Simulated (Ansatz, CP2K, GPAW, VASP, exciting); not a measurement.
Al3Pd: programs and potentials compared

```
Pd Al
1.0
     3.94691    0.00000    0.00000
     0.00000    3.94691    0.00000
     0.00000    0.00000    3.94691
Pd Al
1 3
Direct
  0.00000 0.00000 0.00000
  0.50000 0.50000 0.00000
  0.50000 0.00000 0.50000
  0.00000 0.50000 0.50000
```

The cell comes from a database or a generator and needn't be the stable form of this composition.

Alike in all runs: task equation of state; functional PBEsol; k mesh 7 × 7 × 7; occupations fermi-dirac, width 0.05 eV; no spin polarisation; no spin-orbit coupling.

```tsv
program and potentials	plane-wave cutoff (eV)	notes	equilibrium volume (Å³/atom)	bulk modulus (GPa)
VASP, PBE PAW files Al, Pd, 520 eV	520	potentials made for PBE	15.13	117.5
exciting, all-electron LAPW+lo, shipped species files, valence relativity iora*	-	-	15.13	118.2
CP2K, POTENTIAL_UZH Pd GTH-PBE-q18, Al GTH-PBE-q3; TZVP-MOLOPT-PBE-GTH basis	-	atomic basis; potentials made for PBE	15.37	113.1
GPAW, PAW data sets generated for this functional	600	-	15.17	117.2
Ansatz, all-electron LAPW, scalar-relativistic	-	-	15.12	117.2
```

The equilibrium volume spans 15.12 (Ansatz, all-electron LAPW, scalar-relativistic) to 15.37 Å³/atom (CP2K, POTENTIAL_UZH Pd GTH-PBE-q18, Al GTH-PBE-q3; TZVP-MOLOPT-PBE-GTH basis), with all-electron results at 15.12 to 15.13. The bulk modulus spans 113.1 (CP2K, POTENTIAL_UZH Pd GTH-PBE-q18, Al GTH-PBE-q3; TZVP-MOLOPT-PBE-GTH basis) to 118.2 GPa (exciting, all-electron LAPW+lo, shipped species files, valence relativity iora*), with all-electron results at 117.2 to 118.2. Rows in atomic bases carry the error of their basis and grid, which can be large. For a metal such a mesh isn't converged, which the comparison doesn't need.

The functional is the same throughout but for its coding, so the spread measures potentials, basis and numerics; runs on potential files found faulty are left out.
